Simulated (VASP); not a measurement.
```
FeNi3
1.0
    3.59402     0.00000     0.00000
    0.00000     3.59402     0.00000
    0.00000     0.00000     3.59402
Fe Ni
1 3
Cartesian
  0.00000   0.00000   0.00000
  0.00000   1.79701   1.79701
  1.79701   0.00000   1.79701
  1.79701   1.79701   0.00000
```
Starting moments (μB, in the order of the record's atoms Fe Ni Ni Ni): 3.0 0.5 0.5 0.5.

All values below come from PBEsol GGA, VASP's PBE PAW potentials (set 64) (plane waves; VASP). Settings: 300 eV cut-off, 7×7×7 Γ-centred mesh, Fermi-Dirac smearing of 0.14 eV, potentials Fe Ni.

At this cut-off the stress carries a Pulay error, which pulls relaxed volumes low. Energy and stress use the plane-wave basis of the starting cell.

Task: The ions, cell shape and volume are relaxed. Predict the relaxed structure.

Result: 
```
FeNi3
1.0
    3.48777     0.00000     0.00000
    0.00000     3.48777     0.00000
    0.00000     0.00000     3.48777
Fe Ni
1 3
Direct
  0.00000   0.00000   0.00000
  0.00000   0.50000   0.50000
  0.50000   0.00000   0.50000
  0.50000   0.50000   0.00000
```
Space group Pm-3m (221), at a tolerance of 0.03 Å. The cell ends with 4.62 μB, on the sites 2.79 0.61 0.61 0.61 μB.

Task: How do energy and volume change from the first to the last step?

Result: The energy (σ→0) changes by -54.3 meV/atom and the volume by -8.6 %, in 4 ionic steps.

```json
[
 {"step": "1", "E(σ→0) (eV)": "-27.4560", "max force (eV/Å)": "0.000", "pressure (GPa)": "-15.95", "volume (Å³)": "46.42"},
 {"step": "2", "E(σ→0) (eV)": "-27.4613", "max force (eV/Å)": "0.000", "pressure (GPa)": "22.21", "volume (Å³)": "39.09"},
 {"step": "3", "E(σ→0) (eV)": "-27.6731", "max force (eV/Å)": "0.000", "pressure (GPa)": "-0.34", "volume (Å³)": "42.50"},
 {"step": "4", "E(σ→0) (eV)": "-27.6732", "max force (eV/Å)": "0.000", "pressure (GPa)": "0.12", "volume (Å³)": "42.43"}
]
```

The structure is a typed Ni3Fe crystal (Pm-3m). This run relaxes it. Symmetry was kept, so distortions that lower it aren't found. The run is one of a series of settings (EDIFFG = -0.01, IBRION = 2, ISIF = 3, NSW = 50 against the base run), some of them coarse on purpose.
